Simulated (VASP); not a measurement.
Here is the system:

```yaml
crystal:
  lattice:
    - [1.53835, 0.88817, 4.93548]
    - [-1.53835, 0.88817, 4.93548]
    - [0.00000, -1.77634, 4.93548]
  atoms:
    - { symbol: Sn, position: [0.99993, 0.99993, 0.99993] }
    - { symbol: O, position: [0.74830, 0.74830, 0.74830] }
    - { symbol: O, position: [0.58507, 0.58507, 0.58507] }
```

These are r2SCAN meta-GGA, VASP's PBE PAW potentials (set 64) (plane waves; VASP) values and carry that method's errors. Settings: 520 eV cut-off, 9×9×9 Γ-centred mesh, tetrahedra with Blöchl corrections, potentials Sn_d O.

Unless said otherwise, spin-orbit coupling is left out, though it shifts the bands of the heavy elements here.

Task: Give the energies of bands 8 to 15 at the high-symmetry points, in eV from the valence-band maximum.

Result: 
| band | Γ | T | H2 | L | S0 | F |
|---|---|---|---|---|---|---|
| 8 | -6.06 | -5.49 | -6.78 | -7.56 | -6.76 | -7.48 |
| 9 | -1.67 | -1.74 | -5.50 | -4.19 | -5.52 | -4.25 |
| 10 | -1.67 | -1.74 | -3.69 | -3.68 | -3.73 | -3.58 |
| 11 | -1.14 | -1.58 | -3.33 | -3.01 | -3.30 | -3.15 |
| 12 | -1.14 | -1.06 | -2.20 | -1.37 | -2.23 | -1.16 |
| 13 | -0.19 | -1.06 | -0.24 | -0.10 | -0.23 | -0.51 |
| 14 | 0.32 | 1.36 | 5.27 | 4.17 | 5.30 | 4.41 |
| 15 | 6.94 | 6.17 | 5.38 | 4.83 | 5.37 | 5.05 |

The gap is indirect, 0.32 eV, from the valence maximum at Γ-S0 at 0.57 to the conduction minimum at Γ.

The structure was generated: SnO2 was put into the 3R-MoS2 type (R3m), which need not be its known phase. It was relaxed first, which changed the volume by +26 %.
